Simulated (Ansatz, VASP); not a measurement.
**MoS3: VASP beside Ansatz**

One calculation is typed for both programs; each brings its own data sets. How far apart do they land? The cell is generated by rule, not measured, and may not be a known phase. Of the first pair: The cell is taken from a series of runs on this material, whose earlier steps may have relaxed, scaled, displaced or heated it; both programs get it as it stands.

Calculated with Ansatz 0.2.0; plane waves, with VASP 6.6.1 beside it; relaxation of cell and atoms at PBEsol.

## 1. The structure

It takes space group Pm-3m (No. 221, cubic). The conventional cell has a = 4.630 Å, b = 4.630 Å, c = 4.630 Å, α = 90.00°, β = 90.00°, γ = 90.00°. Nearest to Mo lie 6 S at 2.31 Å. Nearest to S lie 2 Mo at 2.31 Å. Farther neighbours and most contacts between anions are not listed.

Coordinates:

```xyz
4
Lattice="4.6298 0.0000 0.0000 0.0000 4.6298 0.0000 0.0000 0.0000 4.6298" Properties=species:S:1:pos:R:3 pbc="T T T"
Mo    0.0000    0.0000    0.0000
S     0.0000    0.0000    2.3149
S     0.0000    2.3149    0.0000
S     2.3149    0.0000    0.0000
```

## 2. VASP: relaxation of cell and atoms, PBEsol, pair 1

The relaxed volume is the usual yardstick between codes: in a stiff, nearly cubic crystal its relative difference is about their pressure difference at one cell divided by the bulk modulus.

Lines of VASP's logs that name or quote its potential files are left out, and so is its time.

Input file INCAR:

```
SYSTEM = MoS3
PREC = Accurate
ENCUT = 500
EDIFF = 1E-07
NELM = 120
ISMEAR = 0
SIGMA = 0.1
LREAL = .FALSE.
ALGO = Normal
GGA = PS
NBANDS = 22
LASPH = .TRUE.
LORBIT = 11
LWAVE = .FALSE.
LCHARG = .FALSE.
ISIF = 3
IBRION = 2
NSW = 80
EDIFFG = -0.005
GGA_COMPAT = .FALSE.
NELMIN = 4
KPAR = 2
```

Input file POSCAR:

```
MoS3
1.0
    4.6297640000      0.0000000000      0.0000000000
    0.0000000000      4.6297640000      0.0000000000
    0.0000000000      0.0000000000      4.6297640000
Mo S
1 3
Direct
    0.0000000000      0.0000000000      0.0000000000
    0.0000000000      0.0000000000      0.5000000000
    0.0000000000      0.5000000000      0.0000000000
    0.5000000000      0.0000000000      0.0000000000
```

Input file KPOINTS:

```
Automatic mesh
0
Gamma
8 8 8
0 0 0
```

PAW data sets: Mo_sv and S (PBE family, release 64).

Launch:

```sh
mpirun -np 2 vasp_std
```

Numbers of over 12 decimals in the logs are rounded to 6 here.

The log of the run:

```text
[banner, memory and clock lines left out]
running    2 mpi-ranks, on    1 nodes
 distrk:  each k-point on    1 cores,    2 groups
 distr:  one band on    1 cores,    1 groups

 POSCAR found type information on POSCAR MoS
 POSCAR found :  2 types and       4 ions
|                                                                             |
|               ----> ADVICE to this user running VASP <----                  |
|                                                                             |
|     You enforced a specific xc type in the INCAR file but a different       |
|     [... a line on the potential file left out ...]
|     I HOPE YOU KNOW WHAT YOU ARE DOING!                                     |
|                                                                             |

 LDA part: xc-table for (Slater+PW92), standard interpolation
 POSCAR, INCAR and KPOINTS ok, starting setup
 FFT: planning ... GRIDC
 FFT: planning ... GRID_SOFT
 FFT: planning ... GRID
 WAVECAR not read
 entering main loop
       N       E                     dE             d eps       ncg     rms          rms(c)
DAV:   1     0.210200139646E+03    0.21020E+03   -0.15047E+04  1684   0.127E+03
DAV:   2    -0.155834548916E+02   -0.22578E+03   -0.21404E+03  1980   0.301E+02
DAV:   3    -0.275763418105E+02   -0.11993E+02   -0.11600E+02  1908   0.633E+01
DAV:   4    -0.278043010818E+02   -0.22796E+00   -0.22758E+00  1842   0.946E+00
DAV:   5    -0.278102750106E+02   -0.59739E-02   -0.59731E-02  1904   0.149E+00    0.275E+01
DAV:   6    -0.273026993606E+02    0.50758E+00   -0.12233E+01  1666   0.298E+01    0.126E+01
DAV:   7    -0.251797439751E+02    0.21230E+01   -0.94335E+00  1708   0.233E+01    0.798E+00
DAV:   8    -0.249933534709E+02    0.18639E+00   -0.58407E-01  1612   0.612E+00    0.144E+00
DAV:   9    -0.249877377000E+02    0.56158E-02   -0.40097E-02  1830   0.126E+00    0.615E-01
DAV:  10    -0.249876215748E+02    0.11613E-03   -0.26595E-03  1684   0.427E-01    0.196E-01
DAV:  11    -0.249881189932E+02   -0.49742E-03   -0.68263E-04  1668   0.186E-01    0.597E-02
DAV:  12    -0.249882684993E+02   -0.14951E-03   -0.10261E-04  1720   0.589E-02    0.134E-02
DAV:  13    -0.249883223427E+02   -0.53843E-04   -0.44144E-05  1618   0.319E-02    0.107E-02
DAV:  14    -0.249883246739E+02   -0.23312E-05   -0.20142E-06  1822   0.808E-03    0.449E-03
DAV:  15    -0.249883254751E+02   -0.80120E-06   -0.83995E-07  1594   0.457E-03    0.818E-04
DAV:  16    -0.249883255446E+02   -0.69485E-07   -0.76614E-08  1342   0.168E-03
   1 F= -.24988326E+02 E0= -.24983201E+02  d E =-.249883E+02
 curvature:   0.00 expect dE= 0.000E+00 dE for cont linesearch  0.000E+00
 trial: gam= 0.00000 g(F)=  0.000E+00 g(S)=  0.716E-04 ort = 0.000E+00 (trialstep = 0.100E+01)
 search vector abs. value=  0.716E-04
 bond charge predicted
       N       E                     dE             d eps       ncg     rms          rms(c)
DAV:   1    -0.249890880819E+02   -0.76261E-03   -0.15755E-02  1726   0.110E+00    0.311E-01
DAV:   2    -0.249886976565E+02    0.39043E-03   -0.26106E-03  1726   0.510E-01    0.128E-01
DAV:   3    -0.249883549029E+02    0.34275E-03   -0.49799E-04  1660   0.206E-01    0.458E-02
DAV:   4    -0.249883184517E+02    0.36451E-04   -0.15925E-04  1642   0.943E-02    0.218E-02
DAV:   5    -0.249883213072E+02   -0.28555E-05   -0.37405E-06  2102   0.142E-02    0.149E-02
DAV:   6    -0.249883236219E+02   -0.23147E-05   -0.10467E-06  1624   0.641E-03    0.212E-03
DAV:   7    -0.249883234794E+02    0.14253E-06   -0.20238E-07  1434   0.327E-03    0.104E-03
DAV:   8    -0.249883234629E+02    0.16445E-07   -0.23502E-08  1028   0.130E-03
   2 F= -.24988323E+02 E0= -.24983234E+02  d E =0.208170E-05
 trial-energy change:    0.000002  1 .order    0.000003   -0.000072    0.000077
 step:   0.4889(harm=  0.4802)  dis= 0.00000  next Energy=   -24.988343 (dE=-0.176E-04)
 bond charge predicted
       N       E                     dE             d eps       ncg     rms          rms(c)
DAV:   1    -0.249885446065E+02   -0.22113E-03   -0.41165E-03  1702   0.564E-01    0.158E-01
DAV:   2    -0.249884454179E+02    0.99189E-04   -0.68437E-04  1702   0.261E-01    0.656E-02
DAV:   3    -0.249883553198E+02    0.90098E-04   -0.12996E-04  1648   0.105E-01    0.236E-02
DAV:   4    -0.249883450423E+02    0.10277E-04   -0.41328E-05  1624   0.483E-02    0.110E-02
DAV:   5    -0.249883443199E+02    0.72244E-06   -0.99732E-07  2060   0.731E-03    0.755E-03
DAV:   6    -0.249883432501E+02    0.10698E-05   -0.26161E-07  1528   0.324E-03    0.110E-03
DAV:   7    -0.249883433151E+02   -0.65036E-07   -0.57378E-08  1082   0.175E-03
   3 F= -.24988343E+02 E0= -.24983236E+02  d E =-.177705E-04
 curvature:  -0.24 expect dE=-0.136E-08 dE for cont linesearch -0.136E-08
 trial: gam= 0.00000 g(F)=  0.492E-67 g(S)=  0.568E-08 ort =-0.638E-06 (trialstep = 0.898E+00)
 search vector abs. value=  0.578E-08
 reached required accuracy - stopping structural energy minimisation
```

OUTCAR, selected parts (step 2):

```text
ion  position               nearest neighbor table
   1  0.000  0.000  0.000-   2 2.31   3 2.31   4 2.31   2 2.31   3 2.31   4 2.31
   2  0.000  0.000  0.500-   1 2.31   1 2.31
   3  0.000  0.500  0.000-   1 2.31   1 2.31
   4  0.500  0.000  0.000-   1 2.31   1 2.31

  LATTYP: Found a simple cubic cell.
 ALAT       =     4.6297640000

 Subroutine GETGRP returns: Found 48 space group operations
 (whereof 48 operations were pure point group operations)

The static configuration has the point symmetry O_h .

 Found     35 irreducible k-points:

   k-points           NKPTS =     35   k-points in BZ     NKDIM =     35   number of bands    NBANDS=     22

   dimension x,y,z NGX =    36 NGY =   36 NGZ =   36
   dimension x,y,z NGXF=    72 NGYF=   72 NGZF=   72

   ENCUT  =  500.0 eV  36.75 Ry    6.06 a.u.   8.44  8.44  8.44*2*pi/ulx,y,z

   NELECT =      32.0000    total number of electrons

 k-points in reciprocal lattice and weights: Automatic mesh
   0.00000000  0.00000000  0.00000000       0.002
   0.12500000  0.00000000  0.00000000       0.012
   0.25000000  0.00000000  0.00000000       0.012
   0.37500000  0.00000000  0.00000000       0.012
   0.50000000  0.00000000  0.00000000       0.006
   0.12500000  0.12500000  0.00000000       0.023
   0.25000000  0.12500000  0.00000000       0.047
   0.37500000  0.12500000  0.00000000       0.047
   0.50000000  0.12500000  0.00000000       0.023
[...]
0.50000000  0.50000000  0.37500000       0.012
   0.50000000  0.50000000  0.50000000       0.002

 average (electrostatic) potential at core
       1 -79.2246       2 -88.3450       3 -88.3450       4 -88.3450

 E-fermi :   3.1805

 k-point     1 :       0.0000    0.0000    0.0000
  band No.  band energies     occupation
    ...
     15       2.1045      2.00000
     16       2.1045      2.00000
     17       2.8244      2.00000
     18       2.8244      2.00000
     19       2.8244      2.00000
     20       3.9084      0.00000
     21       3.9084      0.00000
     22       7.6693      0.00000

 k-point     2 :       0.1250    0.0000    0.0000
  band No.  band energies     occupation
    ...
     15       2.0992      2.00000
     16       2.4306      2.00000
     17       2.4306      2.00000
     18       3.0899      1.80026
     19       3.0899      1.80026
     20       3.9137      0.00000
     21       4.7822      0.00000
     22       7.8975      0.00000

 k-point     3 :       0.2500    0.0000    0.0000
  band No.  band energies     occupation
    ...
     13       1.3668      2.00000
     14       1.5486      2.00000
     15       1.8666      2.00000
     16       2.5517      2.00000
     17       2.5517      2.00000
     18       3.8309      0.00000
     19       3.8309      0.00000
     20       3.9248      0.00000
     21       5.7660      0.00000
     22       8.5745      0.00000

  Total        0.0003963      0.0003963      0.0003963      0.0000000     -0.0000000      0.0000000
  in kB        0.0064030      0.0064030      0.0064030      0.0000000     -0.0000000      0.0000000
  external PRESSURE =       0.0064030 kB  Pullay stress =       0.0000000 kB

  energy-cutoff  :      500.00
  volume of cell :       99.16
      direct lattice vectors                 reciprocal lattice vectors
     4.628549634 -0.000000000  0.000000000     0.216050400 -0.000000000 -0.000000000
     0.000000000  4.628549634 -0.000000000     0.000000000  0.216050400 -0.000000000
     0.000000000  0.000000000  4.628549634    -0.000000000  0.000000000  0.216050400

 POSITION                                       TOTAL-FORCE (eV/Angst)
 -----------------------------------------------------------------------------------
      0.00000      0.00000      0.00000         0.000000      0.000000      0.000000
      0.00000      0.00000      2.31427        -0.000000     -0.000000      0.000000
      0.00000      2.31427     -0.00000         0.000000      0.000000      0.000000
      2.31427     -0.00000      0.00000         0.000000     -0.000000      0.000000
 -----------------------------------------------------------------------------------
    total drift:                                0.000000     -0.000000     -0.000000

  FREE ENERGIE OF THE ION-ELECTRON SYSTEM (eV)
  ---------------------------------------------------
  free  energy   TOTEN  =       -24.9883433151 eV

  energy  without entropy=      -24.9781280575  energy(sigma->0) =      -24.98323569

 reached required accuracy - stopping structural energy minimisation

 total charge
# of ion       s       p       d       tot
------------------------------------------
    1        2.320   6.246   3.897  12.463
    2        1.352   2.315   0.000   3.667
    3        1.352   2.315   0.000   3.667
    4        1.352   2.315   0.000   3.667
--------------------------------------------------
tot          6.376  13.191   3.897  23.465

[... 3 further parts left out ...]
```

CONTCAR:

```
MoS3
   1.00000000000000
     4.6285496336880554   -0.0000000000000000    0.0000000000000000
     0.0000000000000000    4.6285496336880554   -0.0000000000000000
     0.0000000000000000    0.0000000000000000    4.6285496336880554
  Mo              S
     1     3
Direct
     0.0000000000000000    0.0000000000000000    0.0000000000000000
     0.0000000000000000    0.0000000000000000    0.5000000000000000
     0.0000000000000000    0.5000000000000000    0.0000000000000000
     0.5000000000000000    0.0000000000000000    0.0000000000000000
```

This run has no spin polarisation, so a moment on Mo, if there is one, isn't seen. The PAW data sets were made with PBE, which is usual practice but a small mismatch for other functionals. The run keeps the 48 symmetry operations of its start, so it cannot find a distortion of lower symmetry.

## 3. Ansatz: relaxation of cell and atoms, PBEsol, pair 1

Ansatz runs on norm-conserving files, of PseudoDojo where its log says so.

The same cell, functional, mesh and smearing now go to Ansatz, which takes its cutoff from its data sets.

Input file input.yaml:

```yaml
crystal:
  lattice:
    - [4.6297635564, 0.0, 0.0]
    - [0.0, 4.6297635564, 0.0]
    - [0.0, 0.0, 4.6297635564]
  atoms:
    - { symbol: Mo, position: [0.0, 0.0, 0.0] }
    - { symbol: S, position: [0.0, 0.0, 0.5] }
    - { symbol: S, position: [0.0, 0.5, 0.0] }
    - { symbol: S, position: [0.5, 0.0, 0.0] }
kpoints:
  mp_grid: { grid: [8, 8, 8] }
hamiltonian:
  xc: pbesol
  pseudopotentials: { kind: nc, accuracy: standard }
scf:
  occupations: { method: gaussian, width: 0.1 }
output:
  forces: true
  stress: true
  eigenvalues: true
relax:
  adjacent_minimum: "off"
  f_tol: 0.005
  max_steps: 80
  cell: { stress_tol: 0.05 }
```

Launch:

```sh
ansatz run input.yaml --threads 4 --pin off --max-ram 7168MiB --backend cpu --events-out ev --progress --plain --runs-dir out
```

The log of the run:

```text
Engine: ansatz 0.2.0, aarch64-unknown-linux-gnu
Pseudopotentials: kind: nc
Pseudopotential: Mo, nc, valence charge 14, recommended cutoff 1088.45545 eV (normal), Mo.nc.azcp (PseudoDojo's, or run here from an input of PseudoDojo's; its table is named by hamiltonian.pseudopotentials.accuracy)
Pseudopotential: S, nc, valence charge 6, recommended cutoff 707.496042 eV (normal), S.nc.azcp (PseudoDojo's, or run here from an input of PseudoDojo's; its table is named by hamiltonian.pseudopotentials.accuracy)
Functional definition: PBEsol
  exchange = pbesol_x
  correlation = pbesol_c
Crystal: 4 atoms, lattice volume = 99.238 Å³
Basis set: ecut = 1088.45545 eV, 8217 PW (Γ), exchange–correlation on 100×100×100 points (8 copies of the dense FFT grid, shifted against one another)
Bands: 20, of which v1, the nominal top of the filled ones, is band 16 counted from 1 (15 counted from 0)
Symmetry: 48 space group operations
Space group: Pm-3m (ITA 221), of the structure as read, at distance tolerance 4.6e-5 Å
k-points: 35 of 512
Non-local potential: Mo, projectors of the file, l = 0: 2, l = 1: 2, l = 2: 2
Non-local potential: S, projectors of the file, l = 0: 2, l = 1: 2, l = 2: 2
Initial density: superposition of atomic densities (chi_scale 0.1, normalization cell, long waves kept (reshape's long-wave potential 0.00 eV rms))
Initial wavefunctions: pseudopotential atomic-orbital guess
Functional: x = pbesol(κ = 0.804, μ = 0.123457), c = pbesol(β = 0.046)
SCF iter   1: F=—  HF=-2812.879612 eV  |F-HF|=—  |Δ(HF+E_count)|=         —  Δρ=6.73e-2  dr2=7.01e0  ethr=3.10e-3  ⟨swp⟩=8.0  Hψ=4281  notcnv=0
preconditioner: auto → LDOS  [metal: Δε(μ)=0.006 eV  Ē_g=7.456 eV  σ=0.100 eV  W_gap=0.04  n_scr=18 (ndim 8)  ℏωp=18.3 eV  f_vac=0.103  D(μ)=4.37/eV (n_scr^D=32)  β→1.0]
SCF iter   2: F=—  HF=-2811.747728 eV  |F-HF|=—  |Δ(HF+E_count)|=    1.13e0  Δρ=1.36e-2  dr2=6.52e-2  ethr=3.10e-3  ⟨swp⟩=3.4  Hψ=1829  notcnv=0
SCF iter   3: F=—  HF=-2811.742047 eV  |F-HF|=—  |Δ(HF+E_count)|=   5.68e-3  Δρ=2.79e-3  dr2=9.74e-3  ethr=2.04e-4  ⟨swp⟩=2.9  Hψ=1345  notcnv=0
SCF iter   4: F=—  HF=-2811.741002 eV  |F-HF|=—  |Δ(HF+E_count)|=   1.05e-3  Δρ=2.82e-4  dr2=3.67e-5  ethr=3.04e-5  ⟨swp⟩=2.1  Hψ=881  notcnv=0
SCF iter   5: F=—  HF=-2811.740743 eV  |F-HF|=—  |Δ(HF+E_count)|=   2.58e-4  Δρ=5.11e-5  dr2=1.48e-6  ethr=1.15e-7  ⟨swp⟩=3.0  Hψ=1469  notcnv=0
SCF iter   6: F=-2811.740743 eV  HF=-2811.740743 eV  |F-HF|=3.69e-8  |Δ(HF+E_count)|=   1.04e-7  Δρ=9.60e-6  dr2=6.65e-8  ethr=3.13e-10  ⟨swp⟩=10.2  Hψ=4594  notcnv=0
SCF 1 converged in 6 iterations: F = -2811.740743 eV  dr2 = 6.65e-8
relax step   1: F+E_penalty+E_count = -2811.74074303 eV  Δ(F+E_penalty+E_count) = +0.000e0 eV  max|allowed force component| = 5.588e-30 eV/Å  Δτ_max = 0.0000 Å  P = +0.013 GPa  Ω = 99.238 Å³  (6 SCF iters, dr2 threshold 1.00e-7 eV, accepted)
Initial density: handed on by an earlier stage of this run
Initial wavefunctions: pseudopotential atomic-orbital guess (no wavefunctions were taken with the density)
iter 1 solved again at ethr=2.20e-6 eV; its pass at ethr=3.10e-3 eV (dr2=7.05e-4 eV) is discarded
SCF iter   1: F=—  HF=-2811.741014 eV  |F-HF|=—  |Δ(HF+E_count)|=         —  Δρ=1.15e-5  dr2=7.19e-8  ethr=2.20e-6  ⟨swp⟩=3.9  Hψ=6661  notcnv=0
eigensolver tolerance schedule: the retry pair's looser diagonalisation over-reported the residual by 9806.87 of it (diagonalisation noise at an unbounded share of the residual, at the tolerance the schedule requests for it); recorded, not acted on — ethr = c·dr2/N_el stays at c = 1.0e-1
preconditioner: auto → LDOS  [metal: Δε(μ)=0.038 eV  Ē_g=6.856 eV  σ=0.100 eV  W_gap=0.21  n_scr=18 (ndim 8)  ℏωp=18.3 eV  f_vac=0.143  D(μ)=1.99/eV (n_scr^D=6)  β→1.0]
SCF iter   2: F=—  HF=-2811.740743 eV  |F-HF|=—  |Δ(HF+E_count)|=   2.71e-4  Δρ=4.20e-6  dr2=2.17e-8  ethr=2.25e-10  ⟨swp⟩=4.1  Hψ=2191  notcnv=0
SCF iter   3: F=—  HF=-2811.740743 eV  |F-HF|=—  |Δ(HF+E_count)|=   2.34e-9  Δρ=1.17e-6  dr2=1.82e-9  ethr=6.79e-11  ⟨swp⟩=2.5  Hψ=1062  notcnv=0
SCF iter   4: F=-2811.740743 eV  HF=-2811.740743 eV  |F-HF|=3.64e-12  |Δ(HF+E_count)|=  1.03e-10  Δρ=2.12e-7  dr2=2.07e-11  ethr=1.00e-12  ⟨swp⟩=7.5  Hψ=4581  notcnv=0
SCF 2 converged in 4 iterations: F = -2811.740743 eV  dr2 = 2.07e-11
relax step   2: F+E_penalty+E_count = -2811.74074306 eV  Δ(F+E_penalty+E_count) = -3.058e-8 eV  max|allowed force component| = 5.333e-30 eV/Å  Δτ_max = 0.0000 Å  P = +0.013 GPa  Ω = 99.238 Å³  stress off target by 1.34e-2 GPa  SCF on the basis re-selected at this cell (its energy is not comparable with the rows above)  (4 SCF iters)
basis re-selected at this cell: Δ(F+E_penalty+E_count) = -3.058e-8 eV, ΔP = +0.000 GPa vs the last step (what re-selecting the basis moved, of the pressure what is left beyond the Pulay correction that the steps carried, after the strain that the cell walked since its last selection, with what the two solves' SCF thresholds leave and, on support functions, any second-order correction that the steps lacked; it is no m [...]
SCF converged after 4 iterations
Free energy (F): -2811.740743 eV
Harris-Foulkes:  -2811.740743 eV  (|F-HF|=3.64e-12)
Internal energy: -2811.730768 eV  (E = F + TS)
E sigma→0 (E₀):  -2811.735756 eV
Entropy (-TS):   -0.009975 eV (-2.494 meV/atom)
Fermi energy:    5.310918 eV
--- Per-component energies (eV) ---
  E_band       = -299.640226
  E_kinetic    = 914.534597
  E_local      = -2841.199000  (includes V_loc(G=0)·N_el)
  E_nonlocal   = 359.387243
  E_hartree    = 900.537792
  E_xc         = -532.781728
  E_vxc        = -533.438685  (∫ρ·V_xc dr)
  E_ewald      = -1612.209673
  E_smearing   = -0.009975  (= −TS)
  E_closure    = 0.000000  (closes the sum)
  Σ components = -2811.740743   (vs F -2811.740743, Δ=0.00e0)
--- Forces (eV/Å), atoms counted from 1 ---
  atom   1  Mo    -0.00000000    -0.00000000     0.00000000
  atom   2  S      0.00000000     0.00000000     0.00000000
  atom   3  S      0.00000000    -0.00000000     0.00000000
  atom   4  S      0.00000000    -0.00000000    -0.00000000
  max |Σ_I F_I| component: 6.61e-30 eV/Å
--- Stress (GPa, compression-positive) ---
        0.013432       0.000000       0.000000
        0.000000       0.013432       0.000000
        0.000000       0.000000       0.013432
  P = ⅓ Tr σ = 0.0134 GPa (0.134 kbar)
--- Band table (eV; the first three rows and the last of 35) ---
  k-point 0: bands = [... 12 lower, 3.6580, 4.2417, 4.2417, 4.2417, 4.9537, 4.9537, 4.9537, 6.0169]
  k-point 1: bands = [... 12 lower, 3.6629, 4.1694, 4.2300, 4.5635, 4.5635, 5.2189, 5.2189, 6.0222]
  k-point 2: bands = [... 12 lower, 3.5018, 3.6749, 4.0044, 4.6832, 4.6832, 5.9581, 5.9581, 6.0332]
  k-point 34: bands = [... 12 lower, 0.3671, 5.7853, 5.7853, 5.7853, 7.0943, 7.0943, 7.0943, 9.9568]
--- Relaxed structure (1 steps of the walk, 1 accepted, 1 SCFs on fresh bases) ---
  F+E_penalty+E_count = -2811.74074306 eV   max|allowed force component| = 5.333e-30 eV/Å   (the final SCF, on the basis selected at the relaxed cell)
  cell:  # Å, volume = 99.2376 Å³
    - [4.6297635564, 0.0, 0.0]
    - [0.0, 4.6297635564, 0.0]
    - [0.0, 0.0, 4.6297635564]
  atoms:
    - { symbol: Mo, position: [0.0, 0.0, 0.0] }
    - { symbol: S, position: [0.0, 0.0, 0.5] }
    - { symbol: S, position: [0.0, 0.5, 0.0] }
    - { symbol: S, position: [0.5, 0.0, 0.0] }
```

Reading the cycles: dr2 is the Hartree energy of the density residual (eV), the measure of convergence; HF is the Harris–Foulkes estimate of the energy, which meets the free energy F at convergence.

## 4. Comparison

Known differences besides the potentials themselves: the cutoff is 1088.46 eV in Ansatz and 500 eV in VASP; Ansatz adds a Pulay correction to the stress that steers its cell, VASP none. Total energies have different zeros and are not compared.

Compared:

| quantity | Ansatz | VASP | difference |
| --- | --- | --- | --- |
| volume (Å³) | 99.24 | 99.16 | +0.08 % |
| edge a after relaxation, in the typed setting (Å) | 4.630 | 4.628 | +0.03 % |

(Continued in part 2 of 2.)

[Lines on the potential files, build, host, timing and source positions are cut from VASP's logs without a mark.]

[Logs are printed without paths, hosts, clocks, repeated set-up lines and the standing remarks that a program may print on its own settings, such as how far it seeks lower states.]

[Hosts, paths, dates, database ids (printed as entryN), source tags and the programs' standing remarks are cut or masked in the printed files.]
